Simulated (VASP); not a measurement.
Energy against volume of CoGa (CsCl type). Method: PW91 GGA, VASP's PBE PAW potentials (set 64) (plane waves; VASP 6.6.1). Run with 520 eV cut-off, 13×13×13 Γ-centred mesh, first-order Methfessel-Paxton smearing of 0.10 eV, potentials Ga_d Co.

```csv
V (Å³/atom),E (eV/atom)
11.273,-5.21106
11.633,-5.23152
11.992,-5.23782
12.352,-5.23221
```

Task: Fit these four points and predict the energy of the run at 12.712 Å³/atom.

Result: A cubic in V^(−2/3), the third-order Birch-Murnaghan form, passes through the four points with V0 = 11.99 Å³/atom and B0 = 177 GPa, and gives -5.2165 eV/atom there. The run gave -5.2166 eV/atom, -0.1 meV/atom from the fit; all five points give B0 = 176 GPa.

The compound is CoGa in the CsCl type structure. It was relaxed first. The run is not spin-polarised, so no magnetic state was tried.
